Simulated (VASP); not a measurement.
## MgO: single point with PBEsol

**What was measured.**

“Electronic structure of alkaline earth and post-transition metal oxides”, 2009, arxiv:0908.1581 quotes, for a bulk crystal of MgO: band gap 7.83 eV.

The system is MgO.

```xyz
2
Lattice="0.0000 2.1245 2.1245 2.1245 0.0000 2.1245 2.1245 2.1245 0.0000" Properties=species:S:1:pos:R:3 pbc="T T T"
Mg    0.0000    0.0000    0.0000
O     2.1245    2.1245    2.1245
```

```
Program                : VASP 6.6.1
Task                   : single point
Functional             : PBEsol
Potentials or basis    : VASP PAW PBE potentials, release 64 (Mg, O)
Cutoff                 : 520 eV
k mesh                 : 10 × 10 × 10
Occupations            : gaussian, width 0.02 eV
Spin                   : no spin polarisation
Further INCAR settings : ALGO = Normal; EDIFF = 1e-06; NBANDS = 11
```

The pressure is -4.2 GPa. The band gap on the k mesh is 4.39 eV, direct.

Levels at points of the mesh, in eV from the valence-band top:
| k point | band 1 | band 2 | band 3 | band 4 | band 5 | band 6 | band 7 | band 8 | band 9 |
| --- | --- | --- | --- | --- | --- | --- | --- | --- | --- |
| (0.00, 0.00, 0.00) | -17.07 | 0.00 | 0.00 | 0.00 | 4.39 | 15.49 | 15.49 | 15.49 | 19.26 |
| (0.50, 0.00, 0.00) | -15.82 | -4.57 | -0.63 | -0.63 | 7.58 | 12.21 | 15.91 | 15.91 | 20.38 |
| (0.50, 0.50, 0.00) | -15.57 | -4.04 | -1.33 | -1.33 | 8.89 | 9.60 | 12.70 | 18.45 | 18.45 |

Run time: 9.6 s on 1 thread of AMD EPYC 7R43 64-Core Processor (Zen 3) (shared host), peak memory 0.11 GiB.

Measured gap of MgO: 7.83 eV (quoted in “Electronic structure of alkaline earth and post-transition metal oxides”, 2009, arxiv:0908.1581). This calculation gives 4.39 eV (-3.44 eV). The value is that of PBEsol, without temperature or zero-point motion. Semilocal functionals fall short of measured gaps as a rule.

Caveat: the PAW data sets were made with another functional, which shifts forces and pressure a little.
